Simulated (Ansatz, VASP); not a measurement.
# Cross-check of SnSe between VASP and Ansatz

One calculation is typed for both programs; each brings its own data sets. How far apart do they land? The structure shown is the start of the Ansatz relaxation below; VASP solves that cell, so the two are compared at the walk's first step.

Program: Ansatz 0.2.0. Level of theory: plane waves, with VASP 6.6.1 beside it; single point at PBE. Results are calculated unless marked as measured.

### Step 1. Starting point

The cell holds 4 atoms: 2 Sn and 2 Se. Cell: a = 4.692 Å, b = 4.092 Å, c = 29.764 Å, α = 90.0°, β = 90.0°, γ = 90.0°. Vacuum lies along c. The height across the vacuum is the one that the program set for its solve, not the one typed.

### Step 2. Ansatz: relaxation, PBE

Ansatz runs on its default PAW (the set named soft_2) files.

The two programs are compared at the cell with which this relaxation starts, whose forces are those of its first step.

input.yaml

```yaml
crystal:
  lattice:
    - [4.692075, 0.0, 0.0]
    - [0.0, 4.092175, 0.0]
    - [0.0, 0.0, 18.78382]
  atoms:
    - { symbol: Sn, position: [0.891, 0.0, 0.57938127] }
    - { symbol: Sn, position: [0.391, 0.5, 0.42061873] }
    - { symbol: Se, position: [0.0, 0.0, 0.43723341] }
    - { symbol: Se, position: [0.5, 0.5, 0.56276659] }
  periodic: [true, true, false]
kpoints:
  mp_grid: { grid: [5, 6, 1] }
scf:
  occupations: { method: fermi_dirac, width: 0.05 }
hamiltonian:
  xc: pbe
output:
  forces: true
  stress: true
relax:
  f_tol: 0.02
  max_steps: 50
  cell: {}
```

On the command line:

```
$ ansatz run input.yaml --threads 2 --pin off --max-ram 5120MiB --backend cpu --events-out ev --progress --plain --runs-dir out
```

Numbers of over 12 decimals in the logs are rounded to 6 here.

The log of the run:

```text
Warning: crystal.periodic: the lattice vector that does not repeat stood 0.000° off the slab's normal, 18.784 Å along it as the deck builds it. The run solves the slab on a vector along the normal, 29.764 Å long, with every atom where it was (on the deck's vector they left 15.80 Å outside them, and the widest stretch free of ions among them is 2.36 Å). A fractional position that the run reports is one of the run's ce [...]
crystal.periodic: the lattice vector that does not repeat stood 0.000° off the slab's normal, 18.784 Å along it as the deck builds it. The run solves the slab on a vector along the normal, 29.764 Å long, with every atom where it was (on the deck's vector they left 15.80 Å outside them, and the widest stretch free of ions among them is 2.36 Å). A fractional position that the run reports is one of the run's cell, which [...]
Engine: ansatz 0.2.0, x86_64-unknown-linux-gnu
Pseudopotentials: kind: paw
Pseudopotential: Sn, paw, valence charge 14, recommended cutoff 420 eV (normal), Sn.paw.azcp
Pseudopotential: Se, paw, valence charge 16, recommended cutoff 420 eV (normal), Se.paw.azcp
Functional definition: PBE
  parameter kappa = 0.804
  parameter beta = 0.066725
  exchange = pbe_x(kappa = kappa, mu = beta*pi^2/3)
  correlation = pbe_c(beta = beta)
Crystal: 4 atoms, lattice volume = 571.499 Å³
Basis set: ecut = 420 eV, 11193 PW (Γ), exchange–correlation on 64×60×400 points (8 copies of the dense FFT grid, shifted against one another)
Bands: 36, of which v1, the nominal top of the filled ones, is band 30 counted from 1 (29 counted from 0)
Symmetry: 4 space group operations
Space group: Pmn21 (ITA 31), of the structure as read, at distance tolerance 8.3e-5 Å
k-points: 12 of 30 (time reversal used)
Non-local potential: Sn, projectors of the file, l = 0: 2, l = 1: 2, l = 2: 2, l = 3: 2
Non-local potential: Se, projectors of the file, l = 0: 2, l = 1: 2, l = 2: 3, l = 3: 1
PAW form: soft (Blöchl's): semilocal exchange-correlation on the pseudo side does not see the compensation charge
PAW one-centre angular grid: Sn, 590 points (default); XC on 64 Gauss nodes
PAW one-centre angular grid: Se, 590 points (default); XC on 64 Gauss nodes
Initial density: superposition of atomic densities (neutral atoms: chi_scale 0, normalization atom), corrected by the library's trained network
Initial wavefunctions: pseudopotential atomic-orbital guess
Functional: x = pbe(κ = 0.804, μ = 0.219515), c = pbe(β = 0.066725)
SCF iter   1: F=—  HF=-22988.093035 eV  |F-HF|=—  |Δ(HF+E_count)|=         —  Δρ=9.74e-4  dr2=1.21e-2  ethr=1.77e-3  ⟨swp⟩=11.7  Hψ=2309  notcnv=0
preconditioner: auto → Resta (q_TF=auto, 1.874 Å⁻¹)  ε∞=1.7  [insulator: Δε(μ)=1.420 eV  Ē_g=8.339 eV  σ=0.050 eV  W_gap=1.00  n_scr=64 (ndim 8)  ℏωp=6.9 eV  f_vac=0.764  D(μ)=0.00/eV (n_scr^D=0)  ε∞_Penn≈1.7  vacuum switching on, ρ_ref=5.0e-3 e/Å³]
[...]
SCF iter   3: F=—  HF=-22988.152954 eV  |F-HF|=—  |Δ(HF+E_count)|=   1.66e-4  Δρ=1.78e-4  dr2=2.29e-4  ethr=3.06e-6  ⟨swp⟩=3.7  Hψ=919  notcnv=0
SCF iter   4: F=—  HF=-22988.152939 eV  |F-HF|=—  |Δ(HF+E_count)|=   1.41e-5  Δρ=4.84e-5  dr2=1.11e-5  ethr=3.82e-7  ⟨swp⟩=2.5  Hψ=804  notcnv=0
SCF iter   5: F=—  HF=-22988.152926 eV  |F-HF|=—  |Δ(HF+E_count)|=   1.34e-5  Δρ=1.42e-5  dr2=9.23e-7  ethr=1.86e-8  ⟨swp⟩=3.0  Hψ=891  notcnv=0
SCF iter   6: F=—  HF=-22988.152927 eV  |F-HF|=—  |Δ(HF+E_count)|=   7.88e-7  Δρ=4.11e-6  dr2=2.39e-7  ethr=1.99e-10  ⟨swp⟩=7.7  Hψ=2080  notcnv=0
SCF iter   7: F=-22988.152927 eV  HF=-22988.152927 eV  |F-HF|=7.19e-9  |Δ(HF+E_count)|=   6.67e-9  Δρ=1.22e-6  dr2=1.13e-8  ethr=1.99e-10  ⟨swp⟩=6.1  Hψ=1725  notcnv=0
SCF 6 converged in 7 iterations: F = -22988.152927 eV  dr2 = 1.13e-8
relax step   6: F+E_penalty+E_count = -22988.15292686 eV  Δ(F+E_penalty+E_count) = -6.508e-3 eV  max|allowed force component| = 4.293e-2 eV/Å  Δτ_max = 0.0530 Å  P = +0.252 N/m  Ω = 560.090 Å³  energy of the carried Pulay correction = +3.600e-4 eV  fix = [c, alpha, beta]  reactions: c +0.000 N/m  (7 SCF iters, dr2 threshold 1.19e-7 eV, accepted)
[...]
relax step   7: F+E_penalty+E_count = -22988.15447560 eV  Δ(F+E_penalty+E_count) = -1.549e-3 eV  max|allowed force component| = 7.956e-3 eV/Å  Δτ_max = 0.0144 Å  P = -0.066 N/m  Ω = 564.168 Å³  energy of the carried Pulay correction = +2.305e-4 eV  fix = [c, alpha, beta]  reactions: c +0.000 N/m  (5 SCF iters, dr2 threshold 1.44e-7 eV, accepted)
[...]
relax step   8: F+E_penalty+E_count = -22988.15464406 eV  Δ(F+E_penalty+E_count) = -1.685e-4 eV  max|allowed force component| = 1.995e-3 eV/Å  Δτ_max = 0.0055 Å  P = +0.002 N/m  Ω = 563.585 Å³  energy of the carried Pulay correction = +2.490e-4 eV  fix = [c, alpha, beta]  reactions: c +0.000 N/m  (5 SCF iters, dr2 threshold 9.85e-9 eV, accepted)
[...]
relax step   9: F+E_penalty+E_count = -22988.15458763 eV  Δ(F+E_penalty+E_count) = +5.643e-5 eV  max|allowed force component| = 1.958e-3 eV/Å  Δτ_max = 0.0000 Å  P = -0.001 N/m  Ω = 563.585 Å³  fix = [c, alpha, beta]  reactions: c +0.000 N/m  stress off target by 5.84e-3 N/m on what of the cell is left free  SCF on the basis re-selected at this cell (its energy is not comparable with the rows above)  (7 SCF iters)
basis re-selected at this cell: Δ(F+E_penalty+E_count) = +5.643e-5 eV, ΔP = -0.003 N/m vs the last step (what re-selecting the basis moved, of the pressure what is left beyond the Pulay correction that the steps carried, after the strain that the cell walked since its last selection, with what the two solves' SCF thresholds leave and, on support functions, any second-order correction that the steps lacked; it is no measure of the basis error at this ecutwfc). The dense FFT grid was sized anew with the basis: this SCF ran on 30×30×200 points, the steps before it on 32×30×200, so part of this shift can come from that change (see relax.cell in the input reference). [rest of the remark cut]
SCF converged after 7 iterations
Free energy (F): -22988.154588 eV
Harris-Foulkes:  -22988.154588 eV  (|F-HF|=1.86e-9)
Internal energy: -22988.154581 eV  (E = F + TS)
E sigma→0 (E₀):  -22988.154584 eV
Entropy (-TS):   -0.000007 eV (-0.002 meV/atom)
Fermi energy:    -3.871337 eV
--- Per-component energies (eV) ---
  E_band       = -1735.519672
  E_kinetic    = 605.781059
  E_local      = -106421.435106  (includes V_loc(G=0)·N_el)
  E_nonlocal   = -1257.187211
  E_hartree    = 52993.728901
  E_xc         = -973.938739
  E_vxc        = -387.959939  (∫ρ·V_xc dr)
  E_paw        = -12088.754372  (= ΣΔE_a)
  E_vpaw       = -262.175724  (= ΣTr[D̂ρ^β])
  E_aug_tail   = -0.001199  (compensation charges beyond the density's cutoff)
  E_ewald      = 44153.652087
  E_smearing   = -0.000007  (= −TS)
  E_closure    = 0.000000  (closes the sum)
  Σ components = -22988.154588   (vs F -22988.154588, Δ=0.00e0)
--- Forces (eV/Å), atoms counted from 1 ---
  atom   1  Sn    -0.00030648    -0.00000000     0.00070282
  atom   2  Sn    -0.00030648    -0.00000000    -0.00070282
  atom   3  Se     0.00030653     0.00000000    -0.00195848
  atom   4  Se     0.00030653     0.00000000     0.00195848
  max |Σ_I F_I| component: 1.11e-7 eV/Å
--- 2D stress c σ (N/m, compression-positive) ---
        0.004045       0.000000       0.000000
        0.000000      -0.005835       0.000000
        0.000000       0.000000       0.000000
  P = ½ c Tr σ = -0.0009 N/m
--- Relaxed structure (8 steps of the walk, 7 accepted, 1 SCFs on fresh bases) ---
  F+E_penalty+E_count = -22988.15458763 eV   max|allowed force component| = 1.958e-3 eV/Å   (the final SCF, on the basis selected at the relaxed cell)
  cell:  # Å, volume = 563.5847 Å³
    - [4.414622, 0.0, 0.0]
    - [0.0, 4.289133, 0.0]
    - [0.0, 0.0, 29.764334]
  atoms:
    - { symbol: Sn, position: [0.916634, 0, 0.361833] }
    - { symbol: Sn, position: [0.416634, 0.500000, 0.269252] }
    - { symbol: Se, position: [-0.025634, 0, 0.270605] }
    - { symbol: Se, position: [0.474366, 0.500000, 0.360480] }
```

### Step 3. VASP: single point, PBE, start cell

The same cell, functional, mesh and smearing now go to VASP, with its own data sets.

Lines of VASP's logs that name or quote its potential files are left out, and so is its time.

INCAR

```
SYSTEM = SnSe
PREC = Accurate
ENCUT = 400
EDIFF = 1E-06
NELM = 120
ISMEAR = -1
SIGMA = 0.05
LREAL = .FALSE.
ALGO = Normal
GGA = PE
NBANDS = 26
LORBIT = 11
LWAVE = .FALSE.
LCHARG = .FALSE.
ISIF = 2
LDIPOL = .TRUE.
IDIPOL = 3
DIPOL = 0.5 0.5 0.316
LVHAR = .TRUE.
LASPH = .TRUE.
GGA_COMPAT = .FALSE.
EFERMI = MIDGAP
NELMDL = -8
```

POSCAR

```
SnSe
1.0
    4.6920750000      0.0000000000      0.0000000000
    0.0000000000      4.0921750000      0.0000000000
    0.0000000000      0.0000000000     29.7643340000
Sn Se
2 2
Direct
    0.8910000373      0.0000000000      0.3656387205
    0.3909999307      0.5000001222      0.2654461209
    0.0000000000      0.0000000000      0.2759313882
    0.4999998934      0.5000001222      0.3551534531
```

KPOINTS

```
Automatic mesh
0
Gamma
5 6 1
0 0 0
```

PAW data sets: Sn_d and Se (PBE family, release 64).

On the command line:

```
$ mpirun -np 1 vasp_std
```

The log of the run:

```text
[banner, memory and clock lines left out]
running    1 mpi-ranks, on    1 nodes
 distrk:  each k-point on    1 cores,    1 groups
 distr:  one band on    1 cores,    1 groups

 POSCAR found type information on POSCAR SnSe
 POSCAR found :  2 types and       4 ions
 LDA part: xc-table for (Slater+PW92), standard interpolation
 POSCAR, INCAR and KPOINTS ok, starting setup
 FFT: planning ... GRIDC
 FFT: planning ... GRID_SOFT
 FFT: planning ... GRID
 WAVECAR not read
 entering main loop
       N       E                     dE             d eps       ncg     rms          rms(c)
DAV:   1     0.246627665135E+03    0.24663E+03   -0.15314E+04   832   0.969E+02
DAV:   2     0.136094238321E+02   -0.23302E+03   -0.22990E+03   742   0.243E+02
DAV:   3    -0.157341750346E+02   -0.29344E+02   -0.29233E+02   794   0.997E+01
DAV:   4    -0.166714844438E+02   -0.93731E+00   -0.93312E+00   750   0.216E+01
DAV:   5    -0.167005061715E+02   -0.29022E-01   -0.29003E-01   840   0.377E+00
DAV:   6    -0.167014308517E+02   -0.92468E-03   -0.92467E-03   860   0.642E-01
DAV:   7    -0.167014576993E+02   -0.26848E-04   -0.26847E-04   952   0.941E-02
DAV:   8    -0.167014580911E+02   -0.39181E-06   -0.39180E-06   780   0.129E-02    0.467E+00
DAV:   9    -0.162208356098E+02    0.48062E+00   -0.12396E+00   840   0.561E+00    0.293E+00
DAV:  10    -0.162030095084E+02    0.17826E-01   -0.36029E-01   762   0.243E+00    0.113E+00
DAV:  11    -0.161945175358E+02    0.84920E-02   -0.47967E-02   802   0.133E+00    0.270E-01
DAV:  12    -0.161918516380E+02    0.26659E-02   -0.75775E-03   762   0.513E-01    0.108E-01
DAV:  13    -0.161908871475E+02    0.96449E-03   -0.10598E-03   804   0.158E-01    0.509E-02
DAV:  14    -0.161903771811E+02    0.50997E-03   -0.84688E-04   864   0.103E-01    0.415E-02
[...]
DAV:  19    -0.161912424315E+02   -0.11897E-03   -0.45703E-06   638   0.729E-03    0.230E-03
DAV:  20    -0.161912964844E+02   -0.54053E-04   -0.13863E-06   614   0.427E-03    0.141E-03
DAV:  21    -0.161913376958E+02   -0.41211E-04   -0.22573E-06   576   0.458E-03    0.874E-04
DAV:  22    -0.161913538870E+02   -0.16191E-04   -0.46355E-07   542   0.207E-03    0.706E-04
DAV:  23    -0.161913697786E+02   -0.15892E-04   -0.86856E-07   556   0.245E-03    0.458E-04
DAV:  24    -0.161913744725E+02   -0.46939E-05   -0.12811E-07   556   0.101E-03    0.271E-04
DAV:  25    -0.161913766137E+02   -0.21412E-05   -0.33796E-08   542   0.789E-04    0.705E-05
DAV:  26    -0.161913774002E+02   -0.78643E-06   -0.97060E-09   492   0.349E-04
   1 F= -.16191377E+02 E0= -.16191377E+02  d E =-.218028E-06
```

Parts of OUTCAR (step 3):

```text
ion  position               nearest neighbor table
   1  0.891  0.000  0.366-   3 2.72   4 2.77   4 2.77
   2  0.391  0.500  0.265-   4 2.72   3 2.77   3 2.77
   3  0.000  0.000  0.276-   1 2.72   2 2.77   2 2.77
   4  0.500  0.500  0.355-   2 2.72   1 2.77   1 2.77

  LATTYP: Found a simple orthorhombic cell.
 ALAT       =     4.0921750000
 B/A-ratio  =     1.1465968586
 C/A-ratio  =     7.2734753523

 Subroutine GETGRP returns: Found  4 space group operations
 (whereof  2 operations were pure point group operations)

The static configuration has the point symmetry C_1h.
 The point group associated with its full space group is C_2v.

 Found     12 irreducible k-points:

   k-points           NKPTS =     12   k-points in BZ     NKDIM =     12   number of bands    NBANDS=     26

   dimension x,y,z NGX =    32 NGY =   28 NGZ =  196
   dimension x,y,z NGXF=    64 NGYF=   56 NGZF=  392

   ENCUT  =  400.0 eV  29.40 Ry    5.42 a.u.   7.65  6.67 48.54*2*pi/ulx,y,z

   NELECT =      40.0000    total number of electrons

 k-points in reciprocal lattice and weights: Automatic mesh
   0.00000000  0.00000000  0.00000000       0.033
   0.20000000  0.00000000  0.00000000       0.067
   0.40000000  0.00000000  0.00000000       0.067
   0.00000000  0.16666667  0.00000000       0.067
   0.20000000  0.16666667  0.00000000       0.133
   0.40000000  0.16666667  0.00000000       0.133
   0.00000000  0.33333333  0.00000000       0.067
   0.20000000  0.33333333  0.00000000       0.133
   0.40000000  0.33333333  0.00000000       0.133
   0.00000000  0.50000000  0.00000000       0.033
   0.20000000  0.50000000  0.00000000       0.067
   0.40000000  0.50000000  0.00000000       0.067

 dipolmoment           0.000000      0.000000      0.000003 electrons x Angstroem

 average (electrostatic) potential at core
       1-109.4025       2-109.4025       3 -60.5612       4 -60.5612

 E-fermi :  -2.0235

 k-point     1 :       0.0000    0.0000    0.0000
  band No.  band energies     occupation
    ...
     16      -5.7510      2.00000
     17      -5.3369      2.00000
     18      -4.2709      2.00000
     19      -4.1511      2.00000
     20      -2.8196      2.00000
     21      -1.2853      0.00000
     22       0.2025      0.00000
     23       0.6189      0.00000
     24       1.1199      0.00000
     25       1.4620      0.00000
    ...

 k-point     2 :       0.2000    0.0000    0.0000
  band No.  band energies     occupation
    ...
     16      -5.2085      2.00000
     17      -5.1469      2.00000
     18      -4.1188      2.00000
     19      -3.5507      2.00000
     20      -3.2278      2.00000
     21      -0.9178      0.00000
     22      -0.2886      0.00000
     23       0.2945      0.00000
     24       0.8735      0.00000
     25       1.3296      0.00000
    ...

 k-point     3 :       0.4000    0.0000    0.0000
  band No.  band energies     occupation
    ...
     16      -4.6697      2.00000
     17      -4.6559      2.00000
     18      -4.2235      2.00000
     19      -3.5088      2.00000
     20      -2.7148      2.00000
     21      -1.2536      0.00000
     22      -0.3605      0.00000
     23      -0.0178      0.00000
     24       0.3608      0.00000
     25       0.8702      0.00000
    ...

  Total        0.9560058      1.4502879      0.6806271      0.0000000      0.0000000      0.0000000
  in kB        2.6801296      4.0658325      1.9081147      0.0000000      0.0000000      0.0000000
  external PRESSURE =       2.8846923 kB  Pullay stress =       0.0000000 kB

  energy-cutoff  :      400.00
  volume of cell :      571.50
      direct lattice vectors                 reciprocal lattice vectors
     4.692075000  0.000000000  0.000000000     0.213125323  0.000000000  0.000000000
     0.000000000  4.092175000  0.000000000     0.000000000  0.244368826  0.000000000
     0.000000000  0.000000000 29.764334000     0.000000000  0.000000000  0.033597258

 POSITION                                       TOTAL-FORCE (eV/Angst)
 -----------------------------------------------------------------------------------
      4.18064      0.00000     10.88299         0.234096      0.000000      0.122720
      1.83460      2.04609      7.90083         0.234096      0.000000     -0.122720
      0.00000      0.00000      8.21291        -0.234096      0.000000     -0.150532
      2.34604      2.04609     10.57091        -0.234096      0.000000      0.150532
 -----------------------------------------------------------------------------------
    total drift:                               -0.000107     -0.000457     -0.000034

  FREE ENERGIE OF THE ION-ELECTRON SYSTEM (eV)
  ---------------------------------------------------
  free  energy   TOTEN  =       -16.1913774002 eV

  energy  without entropy=      -16.1913771821  energy(sigma->0) =      -16.19137729

 vacuum level on the upper side and lower side of the slab         1.827         1.827

 total charge
# of ion       s       p       d       tot
------------------------------------------
    1        1.350   0.772   9.986  12.108
    2        1.350   0.772   9.986  12.108
    3        1.468   2.340   0.023   3.831
    4        1.468   2.340   0.023   3.831
--------------------------------------------------
tot          5.637   6.225  20.017  31.879

[... 3 further parts left out ...]
```

### Step 4. Side by side

Known differences besides the potentials themselves: Ansatz cuts the interaction across the vacuum, VASP repeats the sheet with a dipole correction; the data sets hold 60 valence electrons in Ansatz (on its default PAW (the set named soft_2) files) and 40 in VASP; the cutoff is 420 eV in Ansatz and 400 eV in VASP. Total energies have different zeros and are not compared.

Forces (eV/Å; atoms numbered as in POSCAR):

```csv
atom,"Ansatz x, y, z","VASP x, y, z"
Sn1,"0.222, 0.000, 0.107","0.234, 0.000, 0.123"
Sn2,"0.222, 0.000, -0.107","0.234, 0.000, -0.123"
Se3,"-0.222, 0.000, -0.142","-0.234, 0.000, -0.151"
Se4,"-0.222, 0.000, 0.142","-0.234, 0.000, 0.151"
```

The forces differ by 10 meV/Å r.m.s., which is 6.5 % of the r.m.s. force of 0.157 eV/Å (both taken over all components). With vacuum in the cell, a pressure given here is an average over mostly empty space and none of the material.

### Step 5. Outcome

| Item | Value |
| --- | --- |
| r.m.s. force difference (single point, PBE, start cell) | 10 meV/Å |

What this shows: The r.m.s. force difference is 10 meV/Å (single point, PBE, start cell), within the 12 meV/Å picked in this series as the mark of a large difference. The data sets hold unlike numbers of valence electrons (60 in Ansatz and 40 in VASP), so part of the differences comes from the potentials. 1 further run of this series is not shown here. How closely two codes agree says nothing of how well the functional describes the real material.

[Lines on the potential files, build, host, timing and source positions are cut from VASP's logs without a mark.]

[Logs are printed without paths, hosts, clocks, repeated set-up lines and the standing remarks that a program may print on its own settings, such as how far it seeks lower states.]

[Hosts, paths, dates, database ids (printed as entryN), source tags and the programs' standing remarks are cut or masked in the printed files.]
